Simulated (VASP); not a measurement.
Given:

```yaml
crystal:
  lattice:
    - [0.00000, 2.86685, 2.86685]
    - [2.86685, 0.00000, 2.86685]
    - [2.86685, 2.86685, 0.00000]
  atoms:
    - { symbol: Ge, position: [0.00000, 0.00000, 0.00000] }
    - { symbol: Ge, position: [0.25000, 0.25000, 0.25000] }
```

Method: PBE GGA with D3 dispersion (zero damping), VASP's PBE PAW potentials (set 64) (plane waves; VASP). Run with 520 eV cut-off, Gaussian smearing of 0.050 eV, potentials Ge_d.

Q: Give the energies of bands 12 to 17 at the high-symmetry points, in eV from the Fermi level.

A: 
```json
[
 {"band": "12", "Γ": "-0.33", "X": "-8.74", "U": "-8.17", "L": "-7.42", "W": "-8.65"},
 {"band": "13", "Γ": "0.00", "X": "-2.94", "U": "-4.13", "L": "-1.34", "W": "-3.72"},
 {"band": "14", "Γ": "0.00", "X": "-2.94", "U": "-2.52", "L": "-1.34", "W": "-3.72"},
 {"band": "15", "Γ": "0.00", "X": "0.80", "U": "1.18", "L": "0.07", "W": "4.17"},
 {"band": "16", "Γ": "2.54", "X": "0.80", "U": "4.01", "L": "3.73", "W": "4.17"},
 {"band": "17", "Γ": "2.54", "X": "9.19", "U": "6.97", "L": "3.73", "W": "4.70"}
]
```

It has no gap at this level: it comes out as a metal or semimetal.

Measured: gap 0.79 eV (computed value off by -0.79 eV), as given by Anna Miglio et al., npj Computational Materials (2020), arXiv:2011.12765 [measured zero-point renormalisation of 52 meV added back].

The compound is Ge in the diamond structure. It was relaxed first.
